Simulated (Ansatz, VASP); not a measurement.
# Cross-check of Al (Al(100) film of 2 layers) between VASP and Ansatz

Aim: how closely do two programs agree when they are given the same cell, functional and k mesh? The cell is taken from a series of runs on this material, whose earlier steps may have relaxed, scaled, displaced or heated it; both programs get it as it stands.

Calculated with Ansatz 0.2.0; plane waves, with VASP 6.6.1 beside it; zone-centre phonons at PBE.

## 1. The starting structure

The cell holds 2 atoms: 2 Al. Cell: a = 2.722 Å, b = 2.722 Å, c = 27.850 Å, α = 90.0°, β = 90.0°, γ = 90.0°. It derives from Al. Vacuum lies along c.

## 2. Ansatz: zone-centre phonons, PBE

Ansatz runs on its default PAW (the set named soft_2) files.

Second derivatives magnify differences that forces hide, and they need a tight electronic threshold.

input.yaml reads:

```yaml
crystal:
  lattice:
    - [2.7215031953, 0.0, 0.0]
    - [0.0, 2.7215031953, 0.0]
    - [0.0, 0.0, 27.849999752]
  atoms:
    - { symbol: Al, position: [0.0, 0.0, 0.1954931533] }
    - { symbol: Al, position: [0.5, 0.5, 0.2721908724] }
  periodic: [true, true, false]
kpoints:
  mp_grid: { grid: [6, 6, 1] }
hamiltonian:
  xc: pbe
scf:
  occupations: { method: methfessel_paxton, width: 0.2 }
output:
  eigenvalues: true
phonons:
  method: dfpt
  qmesh: [2, 2, 1]
  temperatures: { t_max: 1000, t_step: 50 }
  qpath:
    path: [[0.0, 0.0, 0.0], [0.0, 0.5, 0.0], [0.5, 0.5, 0.0], [0.0, 0.0, 0.0]]
    npoints: 10
```

Started as:

```bash
$ ansatz run input.yaml --threads 4 --pin off --max-ram 16384MiB --backend cpu --events-out ev --progress --plain --runs-dir out
```

Numbers of over 12 decimals in the logs are rounded to 6 here.

Log:

```text
Warning: crystal.symmetry: narrowed to the stabiliser of the run's FFT grids — unitary ops 16 → 8. A phonons.method: dfpt run fills in the rows of the dynamical matrix that it does not solve by its symmetry operations, which is exact only for operations that map its FFT grids onto themselves: filled in by any other, the frequencies could depend on the order in which like atoms are typed, or, by more than the grids' own error, on where the crystal sits among the grids' points. Excluded: 8 operations. The run can therefore solve more perturbations, solve them on more k-points, or both, and cost more. [rest of the remark cut]
Engine: ansatz 0.2.0, aarch64-unknown-linux-gnu
Pseudopotentials: kind: paw
Pseudopotential: Al, paw, valence charge 3, recommended cutoff 420 eV (normal), Al.paw.azcp
Functional definition: PBE
  parameter kappa = 0.804
  parameter beta = 0.066725
  exchange = pbe_x(kappa = kappa, mu = beta*pi^2/3)
  correlation = pbe_c(beta = beta)
Crystal: 2 atoms, lattice volume = 206.273 Å³
Basis set: ecut = 420 eV, 4113 PW (Γ), exchange–correlation on 40×40×384 points (8 copies of the dense FFT grid, shifted against one another)
Bands: 7, of which v1, the nominal top of the filled ones, is band 3 counted from 1 (2 counted from 0)
Symmetry: 16 space group operations
k-points: 10 of 36 (irreducible under 8 space group operations)
Non-local potential: Al, projectors of the file, l = 0: 2, l = 1: 2, l = 2: 1
PAW form: soft (Blöchl's): semilocal exchange-correlation on the pseudo side does not see the compensation charge
PAW one-centre angular grid: Al, 110 points (default); XC on 64 Gauss nodes
Initial density: superposition of atomic densities (neutral atoms: chi_scale 0, normalization atom), corrected by the library's trained network
Initial wavefunctions: pseudopotential atomic-orbital guess
Functional: x = pbe(κ = 0.804, μ = 0.219515), c = pbe(β = 0.066725)
SCF iter   1: F=—  HF=-1074.098893 eV  |F-HF|=—  |Δ(HF+E_count)|=         —  Δρ=2.49e-3  dr2=6.59e-2  ethr=1.77e-3  ⟨swp⟩=9.2  Hψ=922  notcnv=0
preconditioner: auto → LDOS  [insulator: Δε(μ)=0.173 eV  Ē_g=7.344 eV  σ=0.200 eV  W_gap=0.62  n_scr=12 (ndim 8)  ℏωp=6.3 eV  f_vac=0.706  D(μ)=1.32/eV (n_scr^D=8)  ε∞_Penn≈1.7  β→1.0]
SCF iter   2: F=—  HF=-1074.085596 eV  |F-HF|=—  |Δ(HF+E_count)|=   1.33e-2  S|Δr|=    0.00e0  Δρ=1.49e-3  dr2=1.11e-2  ethr=1.10e-3  ⟨swp⟩=1.9  Hψ=168  notcnv=0
SCF iter   3: F=—  HF=-1074.086938 eV  |F-HF|=—  |Δ(HF+E_count)|=   1.34e-3  S|Δr|=    0.00e0  Δρ=2.77e-4  dr2=1.08e-3  ethr=1.86e-4  ⟨swp⟩=2.4  Hψ=101  notcnv=0
SCF iter   4: F=—  HF=-1074.086891 eV  |F-HF|=—  |Δ(HF+E_count)|=   4.71e-5  S|Δr|=    0.00e0  Δρ=4.83e-5  dr2=1.70e-5  ethr=1.80e-5  ⟨swp⟩=2.5  Hψ=109  notcnv=0
SCF iter   5: F=—  HF=-1074.086900 eV  |F-HF|=—  |Δ(HF+E_count)|=   9.16e-6  S|Δr|=    0.00e0  Δρ=1.25e-5  dr2=8.05e-7  ethr=2.83e-7  ⟨swp⟩=2.9  Hψ=117  notcnv=0
SCF iter   6: F=—  HF=-1074.086905 eV  |F-HF|=—  |Δ(HF+E_count)|=   4.83e-6  S|Δr|=    0.00e0  Δρ=2.01e-6  dr2=4.51e-8  ethr=1.34e-8  ⟨swp⟩=2.5  Hψ=108  notcnv=0
SCF iter   7: F=—  HF=-1074.086905 eV  |F-HF|=—  |Δ(HF+E_count)|=   2.29e-8  S|Δr|=    0.00e0  Δρ=3.50e-7  dr2=3.64e-10  ethr=7.51e-10  ⟨swp⟩=2.6  Hψ=111  notcnv=0
SCF iter   8: F=-1074.086905 eV  HF=-1074.086905 eV  |F-HF|=3.05e-10  |Δ(HF+E_count)|=   3.34e-9  S|Δr|=    0.00e0  Δρ=5.10e-8  dr2=4.81e-12  ethr=1.00e-12  ⟨swp⟩=11.0  Hψ=637  notcnv=0
SCF 1 converged in 8 iterations: F = -1074.086905 eV  dr2 = 4.81e-12
  greatest PAW one-centre occupation: 0.479 electrons in one spin orbital (limit 2), on the Al atom at site 1 (counted from 0), in its partial waves of l = 0
NSCF: frozen V_eff on 10 k-points
NSCF: frozen V_eff on 16 k-points
DFPT response loops at q = (0, 0, 0) (fractional): preconditioner auto → none (partly filled bands, converged f_vac=0.718); β = 0.50; Broyden in place of MSR1
NSCF: frozen V_eff on 32 k-points
DFPT response loops at q = (0, -0.5, 0) (fractional): mixed as the last ones told, above
NSCF: frozen V_eff on 32 k-points
DFPT response loops at q = (-0.5, -0.5, 0) (fractional): mixed as the last ones told, above
SCF converged after 8 iterations
Stability not checked: this state was not tested for a lower state beside it, because cold or Methfessel-Paxton smearing, or corrected tetrahedra, fill the levels in a way that the test cannot read (fill_not_monotonic; see scf.lower_state_search)
Free energy (F): -1074.086905 eV
Harris-Foulkes:  -1074.086905 eV  (|F-HF|=3.05e-10)
Internal energy: -1074.075370 eV  (E = F + TS)
E sigma→0 (E₀):  -1074.084022 eV
Entropy (-TS):   -0.011535 eV (-5.767 meV/atom)
Fermi energy:    -4.209987 eV
--- Per-component energies (eV) ---
  E_band       = -47.695896
  E_kinetic    = 42.470804
  E_local      = -2420.957899  (includes V_loc(G=0)·N_el)
  E_nonlocal   = 21.694851
  E_hartree    = 1185.862802
  E_xc         = -77.501621
  E_vxc        = -55.212841  (∫ρ·V_xc dr)
  E_paw        = -934.750629  (= ΣΔE_a)
  E_vpaw       = -7.416417  (= ΣTr[D̂ρ^β])
  E_aug_tail   = -0.000004  (compensation charges beyond the density's cutoff)
  E_ewald      = 1109.106325
  E_smearing   = -0.011535  (= −TS)
  E_closure    = 0.000000  (closes the sum)
  Σ components = -1074.086905   (vs F -1074.086905, Δ=0.00e0)
--- Band table (eV; the first three rows and the last of 10) ---
  k-point 0: bands = ["-14.0063", "-10.3294", "-6.2074", "-1.9520 (-1.9520°)", "-0.3929 (-0.4031°)", "0.2350", "0.8056"]
  k-point 1: bands = ["-13.4563", "-9.7831", "-5.6876", "-1.5203", "-0.8269 (-0.8270°)", "0.1656", "0.8030"]
  k-point 2: bands = ["-11.8198", "-8.1624", "-5.4765", "-4.1691", "-1.8137", "0.2030", "1.8396"]
  k-point 9: bands = ["-5.1899", "-5.1899", "-3.4168", "-3.4168", "-1.8223", "-1.8223", "0.1629"]
  ° read free of the cell's end (the report's vacuum.weakly_bound_levels)
--- Phonons (Γ-DFPT): 4 representative perturbations + reference (Σ response iterations 14) ---
  ASR residual: 6.430e-5 → 0.000e0 eV/Å²; symmetrization residual: 1.543e-7 eV/Å²
  The last average, over the group as it would stand without the narrowing to the FFT grids, took up to 4.441e-16 eV/Å² of the zone centre's force constants
  ASR residual per site (eV/Å²): 6.43e-5 6.42e-5
  Γ frequencies (cm⁻¹): 0.00 0.00 0.00 102.13 142.19 142.19
--- Phonons (arbitrary-q DFPT): 3 irreducible q on the 2×2×1 mesh ---
  q = [0.0000, 0.0000, 0.0000] (star 1, of the zone-centre solve; hermiticity 3.08e-7, symmetrization 6.42e-15, taken by the last average 6.64e-16): -0.00 0.00 0.00 102.13 142.19 142.19
  q = [0.0000, -0.5000, 0.0000] (star 2, 6 solved perturbations on 16 of 36 k-point pairs; hermiticity 4.98e-8, symmetrization 3.83e-10, taken by the last average 6.02e-7): 62.23 62.23 127.40 127.40 303.03 303.03
  q = [-0.5000, -0.5000, 0.0000] (star 1, 4 solved perturbations in 52 linear systems a pass and spin channel, the states on 16 of 36 k-point pairs; hermiticity 1.88e-8, symmetrization 3.07e-11, taken by the last average 5.07e-7): 153.65 153.65 294.13 294.13 364.25 364.25
  sum rule: each row above includes the acoustic sum rule's correction from the zone centre's row sums; it moved no ω² by more than (0.81 cm⁻¹)²
  mesh force constants: q→R imaginary residual 1.26e-17; ASR residual 6.430e-5 → 0.000e0 eV/Å²; symmetrization residual 2.665e-15 eV/Å²
  interpolated dispersion: 31 rows × 6 modes
  density of states and harmonic sums: on the 24×24×1 q-mesh, interpolated from the force constants of a 2×2×1 supercell (no non-analytic term)
  largest difference from the sums on the solved wave vectors: F 9.43e-2 eV, S 1.54e-4 and C_V 5.94e-5 eV/K
  zero-point energy: 0.067535 eV/cell   skipped modes (ω ≤ 0): 11, of them read as no rigid motion or as one in doubt: 8 (5.556e-2 modes/cell left out, lowest -14.91 cm⁻¹)   left out of the sums: 1.01e-2 of the cell's modes: C_V's classical limit lies that fraction below 3 k_B per atom; for a crystal, a wire or a layer, F and S can be off by more, and a phonons.interpolated_qmesh denser along its periods is the remedy for the sampling
```

In the SCF lines HF is the Harris–Foulkes energy and dr2 the Hartree energy of the density residual, in eV; the loop may stop once dr2 is under the threshold and the program's other checks hold. Hψ counts applications of the Hamiltonian.

## 3. VASP: zone-centre phonons, PBE

The same cell, functional, mesh and smearing now go to VASP, with its own data sets.

Lines of VASP's logs that name or quote its potential files are left out, and so is its time.

INCAR reads:

```
SYSTEM = Al
PREC = Accurate
ENCUT = 500
EDIFF = 1E-08
NELM = 120
ISMEAR = 1
SIGMA = 0.2
LREAL = .FALSE.
ALGO = Normal
GGA = PE
NBANDS = 9
LORBIT = 11
LWAVE = .FALSE.
LCHARG = .FALSE.
ISIF = 2
IBRION = 8
LASPH = .TRUE.
GGA_COMPAT = .FALSE.
NELMDL = -8
```

POSCAR reads:

```
Al
1.0
    2.7215031953      0.0000000000      0.0000000000
    0.0000000000      2.7215031953      0.0000000000
    0.0000000000      0.0000000000     27.8499997520
Al
2
Direct
    0.0000000000      0.0000000000      0.1954931533
    0.5000000000      0.5000000000      0.2721908724
```

KPOINTS reads:

```
Automatic mesh
0
Gamma
6 6 1
0 0 0
```

PAW data sets: Al (PBE family, release 64).

Started as:

```bash
$ mpirun -np 1 vasp_std
```

Log:

```text
[banner, memory and clock lines left out]
running    1 mpi-ranks, on    1 nodes
 distrk:  each k-point on    1 cores,    1 groups
 distr:  one band on    1 cores,    1 groups

 POSCAR found type information on POSCAR Al
 POSCAR found :  1 types and       2 ions
 LDA part: xc-table for (Slater+PW92), standard interpolation
 POSCAR, INCAR and KPOINTS ok, starting setup
 FFT: planning ... GRIDC
 FFT: planning ... GRID_SOFT
 FFT: planning ... GRID
 WAVECAR not read
 entering main loop
       N       E                     dE             d eps       ncg     rms          rms(c)
DAV:   1     0.167214406237E+02    0.16721E+02   -0.19793E+03   180   0.422E+02
DAV:   2    -0.664688185426E+01   -0.23368E+02   -0.21713E+02   279   0.629E+01
DAV:   3    -0.703669564686E+01   -0.38981E+00   -0.38563E+00   235   0.100E+01
DAV:   4    -0.704244598057E+01   -0.57503E-02   -0.57475E-02   274   0.149E+00
DAV:   5    -0.704256471992E+01   -0.11874E-03   -0.11873E-03   264   0.194E-01
DAV:   6    -0.704256846456E+01   -0.37446E-05   -0.37438E-05   257   0.356E-02
DAV:   7    -0.704256881845E+01   -0.35389E-06   -0.35436E-06   288   0.847E-03
DAV:   8    -0.704256884338E+01   -0.24927E-07   -0.24427E-07   249   0.166E-03    0.218E+00
DAV:   9    -0.668776228114E+01    0.35481E+00   -0.72508E-01   197   0.250E+00    0.115E+00
DAV:  10    -0.658504603174E+01    0.10272E+00   -0.50145E-01   224   0.210E+00    0.370E-01
DAV:  11    -0.658799109324E+01   -0.29451E-02   -0.10903E-01   203   0.122E+00    0.272E-01
DAV:  12    -0.657649685115E+01    0.11494E-01   -0.22087E-02   246   0.537E-01    0.118E-01
DAV:  13    -0.657372390723E+01    0.27729E-02   -0.16587E-02   223   0.384E-01    0.139E-01
DAV:  14    -0.657317940414E+01    0.54450E-03   -0.89509E-04   246   0.164E-01    0.816E-02
[...]
DAV:  21    -0.657457081155E+01   -0.21419E-04   -0.17010E-05   220   0.126E-02    0.859E-04
DAV:  22    -0.657458468164E+01   -0.13870E-04   -0.13563E-06   228   0.412E-03    0.876E-04
DAV:  23    -0.657458915023E+01   -0.44686E-05   -0.15356E-07   245   0.113E-03    0.392E-04
DAV:  24    -0.657459086672E+01   -0.17165E-05   -0.50597E-08   210   0.553E-04    0.253E-04
DAV:  25    -0.657459102801E+01   -0.16129E-06   -0.21824E-08   240   0.444E-04    0.138E-04
DAV:  26    -0.657459120953E+01   -0.18152E-06   -0.34163E-09   175   0.189E-04    0.477E-05
DAV:  27    -0.657459122064E+01   -0.11118E-07   -0.53867E-10   220   0.843E-05    0.132E-05
DAV:  28    -0.657459122773E+01   -0.70887E-08   -0.94566E-11   167   0.375E-05
   1 F= -.65745912E+01 E0= -.65707389E+01  d E =-.115570E-01
 Linear response reoptimize wavefunctions to high precision
DAV:   1    -0.657459122837E+01   -0.63847E-09    0.75132E-12   213   0.143E-05
DAV:   2    -0.657459122838E+01   -0.98908E-11    0.97938E-12   199   0.352E-06
 Linear response DOF=           2
 Linear response progress:
  Degree of freedom:   1/  2
       N       E                     dE             d eps       ncg     rms          rms(c)
RMM:   1    -0.360953931702E-02   -0.36095E-02   -0.29004E-03   557   0.280E-01
RMM:   2    -0.347037034250E-02    0.13917E-03   -0.29336E-05   451   0.601E-02    0.352E-02
RMM:   3    -0.344513593289E-02    0.25234E-04    0.21247E-06   466   0.193E-02    0.218E-02
RMM:   4    -0.344745454192E-02   -0.23186E-05   -0.17703E-06   502   0.163E-02    0.145E-03
RMM:   5    -0.344918288076E-02   -0.17283E-05    0.14292E-06   512   0.339E-03    0.829E-04
RMM:   6    -0.344940514518E-02   -0.22226E-06    0.33948E-07   496   0.993E-04    0.214E-04
RMM:   7    -0.344950800502E-02   -0.10286E-06    0.42129E-08   528   0.320E-04    0.150E-04
RMM:   8    -0.344952142484E-02   -0.13420E-07    0.33955E-08   516   0.924E-05    0.803E-05
RMM:   9    -0.344951099272E-02    0.10432E-07    0.45432E-09   523   0.619E-05    0.129E-05
RMM:  10    -0.344949165245E-02    0.19340E-07    0.48795E-09   563   0.227E-05    0.880E-06
RMM:  11    -0.344947566419E-02    0.15988E-07    0.70680E-10   532   0.169E-05    0.470E-07
RMM:  12    -0.344947458333E-02    0.10809E-08    0.68969E-10   506   0.111E-05    0.207E-07
 first order change of Fermi-energy  -0.47913E-04
 force on displaced ion       1 direction 1 :  -1.022   0.000  -0.000
 Linear response progress:
  Degree of freedom:   2/  2
       N       E                     dE             d eps       ncg     rms          rms(c)
RMM:   1    -0.187518106309E-01   -0.18752E-01    0.14721E-02   401   0.573E-01
RMM:   2    -0.186885021145E-01    0.63309E-04   -0.10262E-03   302   0.157E-01    0.851E-02
RMM:   3    -0.191254898282E-01   -0.43699E-03   -0.58732E-04   333   0.879E-02    0.231E-02
RMM:   4    -0.191925779352E-01   -0.67088E-04   -0.39482E-05   336   0.277E-02    0.130E-02
RMM:   5    -0.191959010676E-01   -0.33231E-05   -0.56676E-06   336   0.106E-02    0.805E-03
RMM:   6    -0.191849091523E-01    0.10992E-04   -0.16692E-06   346   0.766E-03    0.110E-03
RMM:   7    -0.191859674217E-01   -0.10583E-05   -0.20359E-07   354   0.194E-03    0.928E-04
RMM:   8    -0.191845707708E-01    0.13967E-05   -0.21944E-07   355   0.147E-03    0.338E-04
RMM:   9    -0.191838988427E-01    0.67193E-06   -0.72538E-08   354   0.664E-04    0.337E-04
RMM:  10    -0.191831561618E-01    0.74268E-06   -0.17240E-07   345   0.903E-04    0.727E-05
RMM:  11    -0.191833155495E-01   -0.15939E-06   -0.31953E-08   372   0.349E-04    0.708E-05
RMM:  12    -0.191832677891E-01    0.47760E-07   -0.49455E-08   357   0.401E-04    0.365E-05
RMM:  13    -0.191833144398E-01   -0.46651E-07   -0.76450E-09   371   0.141E-04    0.271E-05
RMM:  14    -0.191832200470E-01    0.94393E-07   -0.91132E-09   361   0.165E-04    0.194E-05
RMM:  15    -0.191832542552E-01   -0.34208E-07   -0.43655E-09   371   0.816E-05    0.118E-05
RMM:  16    -0.191832899299E-01   -0.35675E-07   -0.40148E-09   357   0.826E-05    0.361E-06
RMM:  17    -0.191832716578E-01    0.18272E-07   -0.39286E-09   358   0.610E-05    0.336E-06
RMM:  18    -0.191832673434E-01    0.43144E-08   -0.33724E-09   353   0.584E-05    0.165E-06
 first order change of Fermi-energy   0.39988E+00
 force on displaced ion       1 direction 3 :  -0.000  -0.000  -0.520
 Linear response finished
```

(Continued in part 2 of 2.)

[Lines on the potential files, build, host, timing and source positions are cut from VASP's logs without a mark.]

[Logs are printed without paths, hosts, clocks, repeated set-up lines and the standing remarks that a program may print on its own settings, such as how far it seeks lower states.]

[Hosts, paths, dates, database ids (printed as entryN), source tags and the programs' standing remarks are cut or masked in the printed files.]
